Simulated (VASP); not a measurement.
A VASP calculation is set up with these files.

**POSCAR**
```
Mg2Si
1
    0.0000000000     3.1768235337     3.1768235337
    3.1768235337     0.0000000000     3.1768235337
    3.1768235337     3.1768235337     0.0000000000
Mg Si
2 1
Direct
  0.2500000000   0.2500000000   0.2500000000
  0.7500000000   0.7500000000   0.7500000000
  0.0000000000   0.0000000000   0.0000000000
```

### INCAR
```
# general
SYSTEM = Mg2Si
PREC   = Accurate
ENCUT  = 520
LREAL  = .False.
LASPH  = .True.

# electronic loop
EDIFF  = 1E-7
NELM   = 100   # most electronic steps
ALGO   = Normal

# smearing
ISMEAR = 0
SIGMA  = 0.05   # width (eV)

# functional
GGA    = PE   # PBE
IVDW   = 13   # D4

# ions
ISIF   = 2   # forces and stress, cell fixed

# output
LWAVE  = .False.
LCHARG = .False.
```

KPOINTS:
```
Automatic mesh
0
Gamma
6 6 6
0 0 0
```

POTCAR, in this order: Mg Si (PBE.64 set). Program: vasp_std.

Problem. Translate this PBE-D4 calculation to Ansatz.

Solution. One equivalent input (not run):
Ansatz 0.2 input:
```yaml
crystal:
  lattice:
    - [0.0000000, 3.1768235, 3.1768235]
    - [3.1768235, 0.0000000, 3.1768235]
    - [3.1768235, 3.1768235, 0.0000000]
  atoms:
    - { symbol: Mg, position: [0.2500000, 0.2500000, 0.2500000] }
    - { symbol: Mg, position: [0.7500000, 0.7500000, 0.7500000] }
    - { symbol: Si, position: [0.0000000, 0.0000000, 0.0000000] }
kpoints:
  mp_grid: { grid: [6, 6, 6] }
hamiltonian:
  xc: pbe
  dispersion: d4
  pseudopotentials: { kind: paw }
scf:
  occupations: { method: gaussian, width: 0.05 }
  max_iter: 100
output: { forces: true, stress: true, eigenvalues: true }
```
Limits of the translation: each code has its own PAW files, so the cut-off isn't converted (ENCUT is set for VASP's; basis.ecutwfc is left out, and Ansatz then takes the one that its files recommend); Ansatz stops its SCF on the density residual and VASP on the energy change (EDIFF).

The compound is Mg2Si in the antifluorite structure. This cell is one point of a volume scan, at 1.03 of the reference volume.
